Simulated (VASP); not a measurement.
Here is a VASP 6.6.1 calculation.

The input INCAR:

```
PREC     = Accurate       # precision mode
ENCUT    = 600            # plane-wave cutoff, eV
EDIFF    = 1E-6           # SCF threshold, eV
ISMEAR   = 0              # smearing method
SIGMA    = 0.1            # smearing width, eV
LREAL    = F              # projectors in reciprocal space
LASPH    = T              # aspherical terms in the spheres
NELM     = 80             # most SCF steps
ALGO     = Fast           # electronic algorithm
ISIF     = 3              # what is computed and relaxed
LWAVE    = F              # write WAVECAR
LCHARG   = F              # write CHGCAR
GGA      = PE             # functional
IBRION   = 2              # ionic algorithm
NSW      = 100            # ionic steps
EDIFFG   = -0.01          # ionic threshold
```

KPOINTS

```
regular mesh
0
Gamma
  9 9 10
```

POSCAR

```
Ge4N
1.0
    5.3605441992      0.0000000000      0.0000000000
   -2.6802720996      4.6423674546      0.0000000000
    0.0000000000      0.0000000000      4.0926256817
Ge N
4 1
Direct
    0.5000000000      0.0000000000      0.5000000000
    0.0000000000      0.5000000000      0.5000000000
    0.5000000000      0.5000000000      0.5000000000
    0.0000000000      0.0000000000      0.0000000000
    0.0000000000      0.0000000000      0.5000000000
```

Potentials or basis: VASP PAW PBE potentials, release 64 (Ge_d, N).

Launch:

```bash
$ cat potpaw_PBE.64/Ge_d/POTCAR potpaw_PBE.64/N/POTCAR > POTCAR
$ mpirun -np 1 vasp_std > vasp.out
```

Question: Predict the band gap on the k mesh.

Answer: None (metal or under the smearing width).

Question: What does it give for the space group after relaxing (to 0.05 Å)?

Answer: P6/mmm (No. 191).

Question: Predict the relaxed cell.

Answer: a = 5.433 Å, b = 5.433 Å, c = 3.936 Å, α = 90.00°, β = 90.00°, γ = 120.00°.

Question: What does it give for the relaxed volume?

Answer: 20.12 Å³/atom.

Final structure:
```cif
data_structure
_symmetry_space_group_name_H-M 'P 1'
_symmetry_Int_Tables_number 1
_cell_length_a 5.4325
_cell_length_b 5.4325
_cell_length_c 3.9361
_cell_angle_alpha 90.000
_cell_angle_beta 90.000
_cell_angle_gamma 120.000
_cell_volume 100.60
loop_
_atom_site_label
_atom_site_type_symbol
_atom_site_fract_x
_atom_site_fract_y
_atom_site_fract_z
_atom_site_occupancy
Ge1 Ge 0.50000 0.00000 0.50000 1
Ge2 Ge 0.00000 0.50000 0.50000 1
Ge3 Ge 0.50000 0.50000 0.50000 1
Ge4 Ge 0.00000 0.00000 0.00000 1
N1 N 0.00000 0.00000 0.50000 1
```
